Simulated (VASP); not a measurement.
# Be3Te2Se in VASP: notebook, part 2 of 2

VASP 6.6.1.

### 3 Relaxation of cell and atoms, PBE

This run uses another cell than the first one, of 18.57 Å³/atom, 0.983 times its volume.

The input, INCAR:

```
SYSTEM = Be3Te2Se
ALGO     = Fast           ! electronic algorithm
EDIFF    = 1E-4           ! SCF threshold, eV
EDIFFG   = -0.08          ! ionic threshold
ENCUT    = 520            ! plane-wave cutoff, eV
GGA      = PE             ! functional
IBRION   = 2              ! ionic algorithm
ISIF     = 3              ! what is computed and relaxed
ISMEAR   = 0              ! smearing method
KPAR     = 2            
LASPH    = .True.         ! aspherical terms in the spheres
LCHARG   = .False.        ! write CHGCAR
LREAL    = .False.        ! projectors in reciprocal space
LWAVE    = .False.        ! write WAVECAR
NELM     = 60             ! most SCF steps
NSW      = 24             ! ionic steps
PREC     = Normal         ! precision mode
SIGMA    = 0.15           ! smearing width, eV
```

The input, KPOINTS:

```
k-points
0
Gamma
  4 4 2
  0 0 0
```

The input, POSCAR:

```
Be3Te2Se
1.0
    3.3127359000      0.0000000000      0.0000000000
    0.0000000000      3.3127359000      0.0000000000
    0.0000000000      0.0000000000     10.1536434900
Be Te Se
3 2 1
Direct
    0.5000000000      0.5000000000      0.1817286000
    0.5000000000      0.5000000000      0.5000000000
    0.5000000000      0.5000000000      0.8182714000
    0.0000000000      0.0000000000      0.3392778000
    0.0000000000      0.0000000000      0.6607222000
    0.0000000000      0.0000000000      0.0000000000
```

Potentials or basis: VASP PAW PBE potentials, release 64 (Be, Te, Se).

Started as:

```
> cat potpaw_PBE.64/Be/POTCAR potpaw_PBE.64/Te/POTCAR potpaw_PBE.64/Se/POTCAR > POTCAR
> mpirun -np 2 vasp_std > vasp.out
```

OUTCAR:

```text
SYSTEM = Be3Te2Se
   EDIFF = 1E-4
   EDIFFG = -0.08
   ENCUT = 520
   GGA = PE
   IBRION = 2
   ISIF = 3
   ISMEAR = 0
   LASPH = .True.
   LREAL = .False.
   NELM = 60
   NSW = 24
   PREC = Normal

 ion  position               nearest neighbor table
   1  0.500  0.500  0.182-   4 2.84   4 2.84   4 2.84   4 2.84
   2  0.500  0.500  0.500-   4 2.85   5 2.85   4 2.85   5 2.85   4 2.85   5 2.85   4 2.85   5 2.85

   3  0.500  0.500  0.818-   5 2.84   5 2.84   5 2.84   5 2.84
   4  0.000  0.000  0.339-   1 2.84   1 2.84   1 2.84   1 2.84   2 2.85   2 2.85   2 2.85   2 2.85
                             5 3.26
   5  0.000  0.000  0.661-   3 2.84   3 2.84   3 2.84   3 2.84   2 2.85   2 2.85   2 2.85   2 2.85
                             4 3.26
   6  0.000  0.000  0.000-

  LATTYP: Found a simple tetragonal cell.
 ALAT       =     3.3127359000
 C/A-ratio  =     3.0650325883

  Lattice vectors:

 A1 = (   3.3127359000,   0.0000000000,   0.0000000000)
 A2 = (   0.0000000000,   3.3127359000,   0.0000000000)
 A3 = (   0.0000000000,   0.0000000000,  10.1536434900)

Analysis of symmetry for initial positions (statically):
=====================================================================
 Subroutine PRICEL returns:
 Original cell was already a primitive cell.

 Routine SETGRP: Setting up the symmetry group for a
 simple tetragonal supercell.

 Subroutine GETGRP returns: Found 16 space group operations
 (whereof 16 operations were pure point group operations)
 out of a pool of 16 trial point group operations.
[... 275 lines left out ...]
  free  energy   TOTEN  =       -16.7239375788 eV

  energy  without entropy=      -16.6767611895  energy(sigma->0) =      -16.70034938

 E-fermi :   7.0987     XC(G=0):  -9.9910

 val. band max:        7.0011661611   @ k =   0.5000   0.2500   0.0000
 cond. band min:       7.3416919433   @ k =   0.5000   0.0000   0.5000
 fundamental gap:      0.3405257822
 Fermi energy:         7.0986623550

 k-point     1 :       0.0000    0.0000    0.0000
  band No.  band energies     occupation
      1      -8.4447      2.00000
      2      -6.6225      2.00000
      3      -6.3292      2.00000
      4       0.2066      2.00000
      5       0.4451      2.00000
      6       4.4270      2.00000
[... 205 lines left out ...]
      3      -2.3321      2.00000
      4       0.4432      2.00000
      5       0.4432      2.00000
      6       1.9624      2.00000
[... 8 lines left out ...]
     15       6.8859      1.95516
     16       6.9809      1.73295

[... ionic steps 4 to 16 ...]

--------------------------------------- Ionic step       17  -------------------------------------------

 number of electron      23.9999984 magnetization

------------------------ aborting loop because EDIFF is reached ----------------------------------------
[... 75 lines left out ...]
--------------------------------------- Ionic step       19  -------------------------------------------

 number of electron      23.9999982 magnetization

 Free energy of the ion-electron system (eV)
  ---------------------------------------------------
  ext. energy  EPLUGINS =         0.00000000
  ---------------------------------------------------
  free energy    TOTEN  =       -17.84511923 eV

  energy without entropy =      -17.83487185  energy(sigma->0) =      -17.83999554

 E-fermi :   7.2928     XC(G=0): -10.0347

 val. band max:        7.2206568805   @ k =   0.5000   0.2500   0.0000
 cond. band min:       7.5211732518   @ k =   0.5000   0.0000   0.5000
 fundamental gap:      0.3005163713
 Fermi energy:         7.2928172572

 k-point     1 :       0.0000    0.0000    0.0000
  band No.  band energies     occupation
      1      -8.3977      2.00000
      2      -6.6462      2.00000
      3      -6.2042      2.00000
      4       0.3777      2.00000
      5       0.5227      2.00000
      6       4.6287      2.00000
[... 250 lines left out ...]
  FREE ENERGIE OF THE ION-ELECTRON SYSTEM (eV)
  ---------------------------------------------------
  free  energy   TOTEN  =       -17.8451192317 eV

  energy  without entropy=      -17.8348718490  energy(sigma->0) =      -17.83999554

 reached required accuracy - stopping structural energy minimisation
```

OSZICAR:

```text
N       E                     dE             d eps       ncg     rms          rms(c)
DAV:   1     0.826251447398E+02    0.82625E+02   -0.95943E+03   384   0.125E+03
DAV:   2    -0.894752786356E+01   -0.91573E+02   -0.90255E+02   480   0.177E+02
DAV:   3    -0.165778732473E+02   -0.76303E+01   -0.75474E+01   568   0.535E+01
DAV:   4    -0.167208772719E+02   -0.14300E+00   -0.14234E+00   440   0.803E+00
[... 140 lines left out ...]
       N       E                     dE             d eps       ncg     rms          rms(c)
DAV:   1    -0.178480014299E+02   -0.48378E-02   -0.13515E-01   432   0.196E+00    0.426E-01
RMM:   2    -0.178459656410E+02    0.20358E-02   -0.47154E-03   388   0.412E-01    0.129E-01
RMM:   3    -0.178452144287E+02    0.75121E-03   -0.15210E-03   391   0.211E-01    0.452E-02
RMM:   4    -0.178451192317E+02    0.95197E-04   -0.59286E-04   352   0.132E-01
  19 F= -.17845119E+02 E0= -.17839996E+02  d E =-.195362E-02
```

CONTCAR:

```text
Be3Te2Se
   1.00000000000000
     3.1837925204259903   -0.0000000000000000    0.0000000000000000
     0.0000000000000000    3.1837925204259903   -0.0000000000000000
    -0.0000000000000000   -0.0000000000000000   10.7336860289392160
  Be              Te              Se
     3     2     1
Direct
     0.5000000000000000    0.5000000000000000    0.0997326535646075
     0.5000000000000000    0.5000000000000000    0.5000000000000000
     0.5000000000000000    0.5000000000000000    0.9002673464353927
     0.0000000000000000    0.0000000000000000    0.3264223749733920
     0.0000000000000000    0.0000000000000000    0.6735776250266079
     0.0000000000000000    0.0000000000000000    0.0000000000000000

  0.00000000E+00  0.00000000E+00  0.00000000E+00
  0.00000000E+00  0.00000000E+00  0.00000000E+00
  0.00000000E+00  0.00000000E+00  0.00000000E+00
  0.00000000E+00  0.00000000E+00  0.00000000E+00
  0.00000000E+00  0.00000000E+00  0.00000000E+00
  0.00000000E+00  0.00000000E+00  0.00000000E+00
```

Run time: 58 s. Hardware: 2 MPI ranks of Intel Xeon Platinum 8559C (Emerald Rapids), shared host; peak memory 0.17 GiB.

Results:

- Free energy: -17.8451 eV
- Relaxed volume: 18.13 Å³/atom
- Relaxed cell: a = 3.184 Å, b = 3.184 Å, c = 10.734 Å, α = 90.00°, β = 90.00°, γ = 90.00°
- Space group after relaxing (to 0.05 Å): P4/mmm (No. 123)
- Energy gained by relaxing: 209.6 meV/atom
- Ionic steps: 19
- Pressure after relaxing: -0.1 GPa
- Largest force after relaxing: 0.061 eV/Å

Forces on the atoms (eV/Å):
```
Be   0.000  0.000  0.061
Be   0.000  0.000  0.000
Be   0.000  0.000 -0.061
Te   0.000  0.000 -0.005
Te   0.000  0.000  0.005
Se   0.000  0.000  0.000
```

The path:
```tsv
step	energy change (eV)	largest force (eV/Å)	pressure (GPa)	volume (Å³)
1	0.0000	0.5983	-3.10	111.43
2	-0.1229	0.7318	-0.07	105.73
3	-0.1364	0.7901	1.49	103.42
4	-0.2349	0.7981	1.37	103.22
5	-0.4736	0.7084	1.69	102.61
6	-0.8017	0.9313	2.77	101.38
7	8.3382	26.7927	26.62	98.86
8	-0.8245	0.9386	3.01	101.34
9	-0.8556	1.1887	3.98	100.96
10	-0.8601	1.0812	3.65	101.10
11	-0.9543	1.0923	2.22	103.44
12	-0.9728	1.0773	1.80	104.91
13	-1.0529	0.9530	0.68	106.53
14	-1.1500	0.5856	-2.14	111.44
15	-1.2182	0.3735	-1.27	110.22
16	-1.2538	0.0800	0.49	108.21
17	-1.2556	0.0269	0.19	108.60
18	-1.2557	0.0135	0.14	108.55
19	-1.2576	0.0611	-0.09	108.80
```

Final structure:
```
CELL_PARAMETERS angstrom
3.18379 0.00000 0.00000
0.00000 3.18379 0.00000
0.00000 0.00000 10.73369
ATOMIC_POSITIONS crystal
Be 0.50000 0.50000 0.09973
Be 0.50000 0.50000 0.50000
Be 0.50000 0.50000 0.90027
Te 0.00000 0.00000 0.32642
Te 0.00000 0.00000 0.67358
Se 0.00000 0.00000 0.00000
```

Levels at points of the mesh, in eV from the Fermi level:
```tsv
k point	band 8	band 9	band 10	band 11	band 12	band 13	band 14	band 15	band 16
(0.00, 0.00, 0.00)	-2.36	-0.39	0.33	0.33	0.35	1.15	1.15	3.18	4.56
(0.50, 0.00, 0.00)	-4.51	-1.49	-1.39	-0.74	-0.31	2.30	2.43	2.72	2.78
(0.50, 0.50, 0.00)	-4.54	-4.54	-3.31	-2.89	-1.97	-1.28	-0.38	0.91	0.91
(0.00, 0.00, 0.50)	-2.36	0.27	0.27	0.27	1.26	1.26	1.71	1.83	4.81
(0.50, 0.00, 0.50)	-3.13	-2.31	-2.06	-0.31	0.23	1.05	2.40	2.81	3.26
(0.50, 0.50, 0.50)	-4.39	-4.39	-3.31	-3.31	-1.33	-0.83	-0.23	-0.23	-0.22
```

Caveat: the k mesh is coarse (spacing up to 0.47 Å⁻¹), so the values aren't converged; the bands computed are all filled at some k points, so no gap is given; the relaxation stopped at a loose force limit of 0.08 eV/Å, so its end isn't a converged minimum.

### 4 Relaxation of cell and atoms, PBE

This run uses another cell than the first one, of 19.34 Å³/atom, 1.024 times its volume.

INCAR is that of step 3.

The input, KPOINTS:

```
k-points
0
Gamma
  3 3 3
  0 0 0
```

The input, POSCAR:

```
Be3Te2Se
1.0
    2.8100344200     -4.6994250900      0.0000000000
    2.8100344200      4.6994250900      0.0000000000
    0.0000000000      0.0000000000      4.3938566900
Be Te Se
3 2 1
Direct
    0.1610669000      0.8389331000      0.0000000000
    0.8389331000      0.1610669000      0.0000000000
    0.0000000000      0.0000000000      0.5000000000
    0.0000000000      0.5000000000      0.5000000000
    0.5000000000      0.0000000000      0.5000000000
    0.5000000000      0.5000000000      0.0000000000
```

Started as:

```
> cat potpaw_PBE.64/Be/POTCAR potpaw_PBE.64/Te/POTCAR potpaw_PBE.64/Se/POTCAR > POTCAR
> mpirun -np 2 vasp_std > vasp.out
```

Wall time 54 s (2 MPI ranks of Intel Xeon Platinum 8559C (Emerald Rapids), shared host); peak memory 0.17 GiB.

The run converged. Its results:

* Free energy: -18.7846 eV
* Relaxed volume: 18.43 Å³/atom
* Relaxed cell: a = 5.261 Å, b = 5.261 Å, c = 4.022 Å, α = 90.00°, β = 90.00°, γ = 83.35°
* Space group after relaxing (to 0.05 Å): Cmmm (No. 65)
* Energy gained by relaxing: 499.2 meV/atom
* Ionic steps: 15
* Pressure after relaxing: -0.2 GPa
* Largest force after relaxing: 0.040 eV/Å
* Band gap on the k mesh: none (metal or under the smearing width)

Forces on the atoms (eV/Å):
```
Be   0.000  0.040  0.000
Be   0.000 -0.040  0.000
Be   0.000  0.000  0.000
Te   0.000  0.000  0.000
Te   0.000  0.000  0.000
Se   0.000  0.000  0.000
```

Stress tensor (GPa, compression positive):
```
-0.45  0.00  0.00
 0.00 -0.41  0.00
 0.00  0.00  0.12
```

Step by step:
| step | energy change (eV) | largest force (eV/Å) | pressure (GPa) | volume (Å³) |
| --- | --- | --- | --- | --- |
| 1 | 0.0000 | 1.0123 | 0.23 | 116.05 |
| 2 | -0.5538 | 0.9472 | -1.12 | 116.36 |
| 3 | -2.0175 | 0.2138 | -3.57 | 115.64 |
| 4 | -0.1714 | 11.2008 | 7.63 | 107.67 |
| 5 | -2.3377 | 0.0749 | -3.34 | 114.76 |
| 6 | -2.5338 | 1.5596 | -1.68 | 112.72 |
| 7 | -2.5410 | 1.0235 | -2.36 | 113.34 |
| 8 | -2.7426 | 1.3257 | 3.39 | 104.71 |
| 9 | -2.7624 | 1.2679 | 1.82 | 106.70 |
| 10 | -2.9331 | 0.2111 | -0.14 | 109.27 |
| 11 | -2.9364 | 0.0763 | -0.49 | 109.94 |
| 12 | -2.9760 | 0.0495 | 0.39 | 108.78 |
| 13 | -2.9826 | 0.0002 | 1.12 | 107.99 |
| 14 | -2.9938 | 0.0602 | -0.59 | 111.52 |
| 15 | -2.9953 | 0.0401 | -0.25 | 110.59 |

Final structure:
```
Be Te Se
1.0
     3.92989   -3.49837    0.00000
     3.92989    3.49837    0.00000
     0.00000    0.00000    4.02207
Be Te Se
3 2 1
Cartesian
  3.9299 2.3081 0.0000
  3.9299 -2.3081 0.0000
  0.0000 0.0000 2.0110
  1.9649 1.7492 2.0110
  1.9649 -1.7492 2.0110
  3.9299 0.0000 0.0000
```

Levels at points of the mesh, in eV from the Fermi level:
| k point | band 9 | band 10 | band 11 | band 12 | band 13 | band 14 | band 15 | band 16 |
| --- | --- | --- | --- | --- | --- | --- | --- | --- |
| (0.00, 0.00, 0.00) | -2.73 | -0.46 | -0.44 | 1.07 | 1.12 | 1.53 | 2.09 | 2.21 |

Caveat: the k mesh is coarse (spacing up to 0.48 Å⁻¹), so the values aren't converged; the relaxation stopped at a loose force limit of 0.08 eV/Å, so its end isn't a converged minimum. The run has no spin-orbit coupling, so splittings on Te are missing.

### 5 Relaxation of cell and atoms, PBE

This run uses another cell than the first one, of 18.68 Å³/atom, 0.988 times its volume.

INCAR is that of step 4.

The input, KPOINTS:

```
k-points
0
Gamma
  3 3 4
  0 0 0
```

The input, POSCAR:

```
Be3Te2Se
1.0
    5.9438630200      0.0000000000      0.0000000000
   -2.9719315100      5.1475363700      0.0000000000
    0.0000000000      0.0000000000      3.6623679700
Be Te Se
3 2 1
Direct
    0.5000000000      0.0000000000      0.5000000000
    0.5000000000      0.5000000000      0.5000000000
    0.0000000000      0.5000000000      0.5000000000
    0.3333333300      0.6666666700      0.0000000000
    0.6666666700      0.3333333300      0.0000000000
    0.0000000000      0.0000000000      0.0000000000
```

Started as:

```
> cat potpaw_PBE.64/Be/POTCAR potpaw_PBE.64/Te/POTCAR potpaw_PBE.64/Se/POTCAR > POTCAR
> mpirun -np 2 vasp_std > vasp.out
```

Run time: 18 s. Hardware: 2 MPI ranks of Intel Xeon Platinum 8559C (Emerald Rapids), shared host; peak memory 0.16 GiB.

It converged, with:

| Quantity | Value |
| --- | --- |
| Free energy | -17.2908 eV |
| Relaxed volume | 21.09 Å³/atom |
| Relaxed cell | a = 6.517 Å, b = 6.517 Å, c = 3.440 Å, α = 90.00°, β = 90.00°, γ = 120.00° |
| Space group after relaxing (to 0.05 Å) | P6/mmm (No. 191) |
| Energy gained by relaxing | 139.6 meV/atom |
| Ionic steps | 4 |
| Pressure after relaxing | 0.0 GPa |
| Band gap on the k mesh | none (metal or under the smearing width) |

Stress tensor (GPa, compression positive):
```
-0.10  0.00  0.00
 0.00 -0.10  0.00
 0.00  0.00  0.21
```

The path:
```csv
step,energy change (eV),largest force (eV/Å),pressure (GPa),volume (Å³)
1,0.0000,0.0000,4.59,112.05
2,-0.7001,0.0000,1.54,120.62
3,-0.8334,0.0000,0.29,125.41
4,-0.8376,0.0000,0.00,126.53
```

Final structure:
```
CELL_PARAMETERS angstrom
6.51729 0.00000 0.00000
-3.25865 5.64414 0.00000
0.00000 0.00000 3.43975
ATOMIC_POSITIONS crystal
Be 0.50000 0.00000 0.50000
Be 0.50000 0.50000 0.50000
Be 0.00000 0.50000 0.50000
Te 0.33333 0.66667 0.00000
Te 0.66667 0.33333 0.00000
Se 0.00000 0.00000 0.00000
```

Levels at points of the mesh, in eV from the Fermi level:
```tsv
k point	band 10	band 11	band 12	band 13	band 14	band 15
(0.00, 0.00, 0.00)	-0.62	0.40	1.37	1.62	3.58	3.58
(0.00, 0.00, 0.50)	-2.17	-0.97	-0.97	0.18	0.18	0.76
```

Caveat: the k mesh is coarse (spacing up to 0.43 Å⁻¹), so the values aren't converged; the relaxation stopped at a loose force limit of 0.08 eV/Å, so its end isn't a converged minimum. The run has no spin-orbit coupling, so splittings on Te are missing.

### 6 Relaxation of cell and atoms, PBE

This run uses another cell than the first one, of 24.46 Å³/atom, 1.295 times its volume.

INCAR is that of step 5.

The input, KPOINTS:

```
k-points
0
Gamma
  3 3 3
  0 0 0
```

The input, POSCAR:

```
Be3Te2Se
1.0
    6.1038549700      0.0000000000      0.0000000000
   -3.0519274800      5.2860934600      0.0000000000
    0.0000000000      0.0000000000      4.5489273700
Be Te Se
3 2 1
Direct
    0.5000000000      0.0000000000      0.5000000000
    0.0000000000      0.5000000000      0.5000000000
    0.5000000000      0.5000000000      0.5000000000
    0.3333333300      0.6666666700      0.5000000000
    0.6666666700      0.3333333300      0.5000000000
    0.0000000000      0.0000000000      0.0000000000
```

Potentials or basis: VASP PAW PBE potentials, release 64 (Be, Te, Se).

Started as:

```
> cat potpaw_PBE.64/Be/POTCAR potpaw_PBE.64/Te/POTCAR potpaw_PBE.64/Se/POTCAR > POTCAR
> mpirun -np 2 vasp_std > vasp.out
```

Wall time 65 s (2 MPI ranks of Intel Xeon Platinum 8559C (Emerald Rapids), shared host); peak memory 0.19 GiB.

The run converged. Its results:

```yaml
Free_energy: -15.3254 eV
Relaxed_volume: 32.73 Å³/atom
Relaxed_cell: a = 7.693 Å, b = 7.693 Å, c = 3.831 Å, α = 90.00°, β = 90.00°, γ = 120.00°
Space_group_after_relaxing_to_0.05_Å: P6/mmm (No. 191)
Energy_gained_by_relaxing: 2187.7 meV/atom
Ionic_steps: 11
Pressure_after_relaxing: 0.0 GPa
Band_gap_on_the_k_mesh: none (metal or under the smearing width)
```

Stress tensor (GPa, compression positive):
```
-0.13  0.00  0.00
 0.00 -0.13  0.00
 0.00  0.00  0.16
```

The path:
```
step  energy change (eV)  largest force (eV/Å)  pressure (GPa)  volume (Å³)
   1              0.0000                0.0000           47.18       146.77
   2             -9.7365                0.0000           -3.88       336.96
   3            -12.9186                0.0000           -0.68       232.97
   4            -12.9343                0.0000           -0.17       231.06
   5            -12.9555                0.0000           -0.35       228.36
   6            -12.9785                0.0000           -0.42       225.41
   7            -13.0223                0.0000           -0.44       219.52
   8            -13.0968                0.0000           -0.47       207.76
   9            -12.9924                0.0000            1.00       184.28
  10            -13.1211                0.0000           -0.25       201.87
  11            -13.1262                0.0000           -0.03       196.37
```

Final structure:
```yaml
crystal:
  lattice:
    - [7.69313, 0.00000, 0.00000]
    - [-3.84656, 6.66244, 0.00000]
    - [0.00000, 0.00000, 3.83124]
  atoms:
    - { symbol: Be, position: [0.50000, 0.00000, 0.50000] }
    - { symbol: Be, position: [0.00000, 0.50000, 0.50000] }
    - { symbol: Be, position: [0.50000, 0.50000, 0.50000] }
    - { symbol: Te, position: [0.33333, 0.66667, 0.50000] }
    - { symbol: Te, position: [0.66667, 0.33333, 0.50000] }
    - { symbol: Se, position: [0.00000, 0.00000, 0.00000] }
```

Levels at points of the mesh, in eV from the Fermi level:
| k point | band 10 | band 11 | band 12 | band 13 | band 14 | band 15 |
| --- | --- | --- | --- | --- | --- | --- |
| (0.00, 0.00, 0.00) | -1.48 | -1.08 | -0.09 | 0.34 | 1.19 | 1.19 |

Caveat: the k mesh is coarse (spacing up to 0.46 Å⁻¹), so the values aren't converged; the volume moved by over 15 % at a fixed basis, so the end points are rough; the relaxation stopped at a loose force limit of 0.08 eV/Å, so its end isn't a converged minimum. The run has no spin-orbit coupling, so splittings on Te are missing.

### 7 The runs side by side

| k mesh | mesh quality | gap on the mesh (eV) | pressure (GPa) | relaxed volume (Å³/atom) | largest force (eV/Å) |
| --- | --- | --- | --- | --- | --- |
| 5 × 5 × 5 | not flagged | 2.09 | 0.1 | 20.88 | 0.03 |
| 4 × 4 × 2 | coarse | - | -0.1 | 18.13 | 0.06 |
| 3 × 3 × 3 | coarse | none | 0.0 | 32.73 | - |
| 3 × 3 × 4 | coarse | none | 0.0 | 21.09 | - |

Alike in all rows: task relaxation of cell and atoms; level PBE; potentials or basis VASP PAW PBE potentials, release 64 (Be, Te, Se); no spin polarisation; cell relaxed; cutoff (eV) 520; smearing gaussian 0.15 eV.

Caveats: some runs use coarse meshes; the relaxation stopped at a loose force limit of 0.08 eV/Å, so its end isn't a converged minimum; spin-orbit coupling is left out, which moves the levels of the heavy elements (some runs); an odd mesh through Γ misses points on the zone boundary, where band edges often lie (some runs); the bands computed are all filled at some k points, so no gap is given (some runs); the volume moved by over 15 % at a fixed basis, so the end points are rough (some runs).

Absolute energies hang on the potentials; compare differences alone.
